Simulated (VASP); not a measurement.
Calculation: SCAN meta-GGA, VASP's PBE PAW potentials (set 64) (plane waves; VASP).

A VASP calculation is set up with these files.

KPOINTS:
```
Regular mesh
0
G
 7 7 7
```

INCAR:
```
ISIF  =  2   ! forces and stress, cell fixed
NELM  =  100   ! most electronic steps
LMAXMIX  =  4   ! l cut-off of mixed one-centre charges
PREC  =  Accurate
LASPH  =  .True.   ! aspherical one-centre terms
SYSTEM  =  CdTe
SIGMA  =  0.05   ! width (eV)
ENCUT  =  520   ! plane-wave cut-off (eV)
EDIFF  =  1E-7
LCHARG  =  .False.
LMIXTAU  =  .True.
LREAL  =  .False.   ! projection in real space or not
ALGO  =  Normal
ISMEAR  =  0   ! Gaussian
METAGGA  =  SCAN
LWAVE  =  .False.
```

### POSCAR
```
CdTe
3.2000260
  0.0000000000   1.0000001052   1.0000001052
  1.0000001052   0.0000000000   1.0000001052
  1.0000001052   1.0000001052   0.0000000000
Cd Te
1 1
Direct
  0.0000000000   0.0000000000   0.0000000000
  0.2500000000   0.2500000000   0.2500000000
```

POTCAR, in this order: Cd Te (PBE.64 set). Program: vasp_std.

The resulting files:

**OSZICAR**
```
       N       E                     dE             d eps       ncg     rms          rms(c)
DAV:   1     0.390793844392E+02    0.39079E+02   -0.85679E+03   528   0.123E+03
DAV:   2    -0.689771013129E+02   -0.10806E+03   -0.10366E+03   565   0.287E+02
DAV:   3    -0.732840138864E+02   -0.43069E+01   -0.42966E+01   625   0.598E+01
DAV:   4    -0.733225059205E+02   -0.38492E-01   -0.38488E-01   696   0.516E+00
DAV:   5    -0.733226776781E+02   -0.17176E-03   -0.17176E-03   630   0.294E-01    0.609E+00
DAV:   6    -0.687371879925E+02    0.45855E+01   -0.48352E+00   520   0.353E+01    0.793E+00
DAV:   7    -0.685722509864E+02    0.16494E+00   -0.37800E-01   520   0.937E+00    0.421E+00
DAV:   8    -0.685516218290E+02    0.20629E-01   -0.18493E-01   520   0.619E+00    0.164E+00
DAV:   9    -0.685022621532E+02    0.49360E-01   -0.28007E-01   520   0.643E+00    0.345E-01
DAV:  10    -0.685603865025E+02   -0.58124E-01   -0.54216E-02   520   0.307E+00    0.245E-01
DAV:  11    -0.685888933964E+02   -0.28507E-01   -0.25537E-02   520   0.195E+00    0.756E-02
DAV:  12    -0.685881412295E+02    0.75217E-03   -0.64056E-03   540   0.116E+00    0.125E-01
DAV:  13    -0.685884559331E+02   -0.31470E-03   -0.33403E-03   525   0.850E-01    0.756E-02
DAV:  14    -0.685886742882E+02   -0.21836E-03   -0.28564E-04   540   0.195E-01    0.315E-02
DAV:  15    -0.685887337486E+02   -0.59460E-04   -0.50032E-05   530   0.906E-02    0.223E-02
DAV:  16    -0.685887824575E+02   -0.48709E-04   -0.29608E-05   535   0.793E-02    0.166E-02
DAV:  17    -0.685888529479E+02   -0.70490E-04   -0.21215E-04   520   0.194E-01    0.633E-03
DAV:  18    -0.685888559920E+02   -0.30442E-05   -0.69234E-06   570   0.302E-02    0.474E-03
DAV:  19    -0.685888584530E+02   -0.24610E-05   -0.16040E-07   561   0.492E-03    0.297E-03
DAV:  20    -0.685888584084E+02    0.44637E-07   -0.73789E-06   520   0.407E-02    0.765E-04
DAV:  21    -0.685888576368E+02    0.77155E-06   -0.50880E-07   585   0.942E-03    0.124E-03
DAV:  22    -0.685888569450E+02    0.69178E-06   -0.45502E-08   365   0.239E-03    0.996E-04
DAV:  23    -0.685888559415E+02    0.10035E-05   -0.35473E-08   380   0.270E-03    0.227E-04
DAV:  24    -0.685888557538E+02    0.18774E-06   -0.43920E-09   275   0.965E-04    0.213E-04
DAV:  25    -0.685888559637E+02   -0.20994E-06   -0.21722E-09   275   0.564E-04    0.203E-04
DAV:  26    -0.685888560881E+02   -0.12440E-06   -0.74453E-10   275   0.358E-04    0.251E-04
DAV:  27    -0.685888561575E+02   -0.69367E-07   -0.94017E-10   275   0.437E-04
   1 F= -.68588856E+02 E0= -.68588856E+02  d E =-.666540E-13
```

File OUTCAR:
```
------------------------ aborting loop because EDIFF is reached ----------------------------------------
  FORCE on cell =-STRESS in cart. coord.  units (eV):
  Direction    XX          YY          ZZ          XY          YZ          ZX
  --------------------------------------------------------------------------------------
  Total        1.1912811      1.1912811      1.1912811      0.0000000      0.0000000     -0.0000000
  in kB       29.1228712     29.1228712     29.1228712      0.0000000      0.0000000     -0.0000000
  external PRESSURE =      29.1228712 kB  Pullay stress =       0.0000000 kB
  volume of cell :       65.54
      direct lattice vectors                 reciprocal lattice vectors
     0.000000000  3.200026337  3.200026337    -0.156248714  0.156248714  0.156248714
     3.200026337  0.000000000  3.200026337     0.156248714 -0.156248714  0.156248714
     3.200026337  3.200026337  0.000000000     0.156248714  0.156248714 -0.156248714
  FREE ENERGIE OF THE ION-ELECTRON SYSTEM (eV)
  ---------------------------------------------------
  free  energy   TOTEN  =       -68.5888561575 eV

  energy  without entropy=      -68.5888561575  energy(sigma->0) =      -68.58885616
```
(Selected blocks of OUTCAR.)

**OUTCAR**
```
 val. band max:        2.4726775462   @ k =   0.0000   0.0000   0.0000

 cond. band min:       3.6180325470   @ k =   0.0000   0.0000   0.0000


 Fermi energy:         2.7073496164

 k-point     1 :       0.0000    0.0000    0.0000
  band No.  band energies     occupation
      1      -9.3318      2.00000
      2      -6.2439      2.00000
      3      -6.2439      2.00000
      4      -6.2437      2.00000
      5      -5.9280      2.00000
      6      -5.9280      2.00000
      7       2.4726      2.00000
      8       2.4727      2.00000
      9       2.4727      2.00000
     10       3.6180      0.00000
     11       7.3397      0.00000
     12       7.3397      0.00000
     13       7.3397      0.00000

 k-point     2 :       0.1429    0.0000    0.0000
  band No.  band energies     occupation
      1      -9.2469      2.00000
      2      -6.2272      2.00000
      3      -6.2270      2.00000
      4      -6.1774      2.00000
      5      -5.9293      2.00000
      6      -5.9292      2.00000
      7       0.9900      2.00000
      8       2.2777      2.00000
      9       2.2777      2.00000
     10       4.5699      0.00000
     11       7.3823      0.00000
     12       7.6292      0.00000
     13       7.6292      0.00000

 k-point     3 :       0.2857    0.0000    0.0000
  band No.  band energies     occupation
      1      -9.0553      2.00000
      2      -6.1932      2.00000
      3      -6.1929      2.00000
      4      -5.9465      2.00000
      5      -5.9275      2.00000
      6      -5.9273      2.00000
      7      -0.8426      2.00000
      8       1.9033      2.00000
      9       1.9034      2.00000
     10       4.7493      0.00000
     11       7.9737      0.00000
     12       7.9737      0.00000
     13       8.6049      0.00000

 k-point     4 :       0.4286    0.0000    0.0000
  band No.  band energies     occupation
      1      -8.9042      2.00000
      2      -6.1711      2.00000
      3      -6.1706      2.00000
...
```

Unless said otherwise, spin-orbit coupling is left out, though it shifts the bands of the heavy elements here.

The compound is CdTe in the zinc blende structure. This cell is one point of a volume scan, at 0.94 of the reference volume.
